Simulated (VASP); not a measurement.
Level of theory: HSEsol screened hybrid, VASP's PBE PAW potentials (set 64) (plane waves; VASP).

VASP ran on this input.

**KPOINTS_OPT**
```
named points and PBE's band edges
10
Reciprocal
  0.000000   0.000000   0.000000 1 ! GAMMA
 -0.500000  -0.500000   0.000000 1 ! X
  0.000000   0.000000   0.500000 1 ! L
 -0.500000  -0.250000   0.250000 1 ! W
 -0.375000   0.000000   0.375000 1 ! K
 -0.375000  -0.375000   0.250000 1 ! U
 -0.035710  -0.035710   0.000000 1 ! near an edge
 -0.428570  -0.428570   0.000000 1 ! near an edge
 -0.392860  -0.392860   0.000000 1 ! near an edge
 -0.464290  -0.464290   0.000000 1 ! near an edge
```

### KPOINTS
```
Automatic mesh
0
Gamma
8 8 8
0 0 0
```

**POSCAR**
```
BP
1
    0.0000000000     2.2731460608     2.2731460608
    2.2731460608     0.0000000000     2.2731460608
    2.2731460608     2.2731460608     0.0000000000
B P
1 1
Direct
  0.0000000000   0.0000000000   0.0000000000
  0.2500000000   0.2500000000   0.2500000000
```

### INCAR
```
! general
SYSTEM    =  BP
PREC      =  Accurate
ENCUT     =  520
LREAL     =  .False.
LASPH     =  .True.
ISYM      =  3

! electronic loop
EDIFF     =  1E-6
NELM      =  60
ALGO      =  Normal

! smearing
ISMEAR    =  0
SIGMA     =  0.05

! functional
GGA       =  PS
LHFCALC   =  .True.
AEXX      =  0.25
HFSCREEN  =  0.2
PRECFOCK  =  Fast

! ions
ISIF      =  2

! output
LWAVE     =  .False.
LCHARG    =  .False.
```

POTCAR, in this order: B P (PBE.64 set). Program: vasp_std. Read from the step before: WAVECAR.

What will the output report for the number of irreducible k-points (NKPTS), largest plane-wave count, number of space-group operations, FFT grid (NGX, NGY, NGZ)?

| Property | Result |
|---|---|
| number of irreducible k-points (NKPTS) | 29 |
| largest plane-wave count | 648 |
| number of space-group operations | 24 |
| FFT grid (NGX, NGY, NGZ) | 24 × 24 × 24 |

The compound is BP in the zinc blende structure. It was relaxed first.
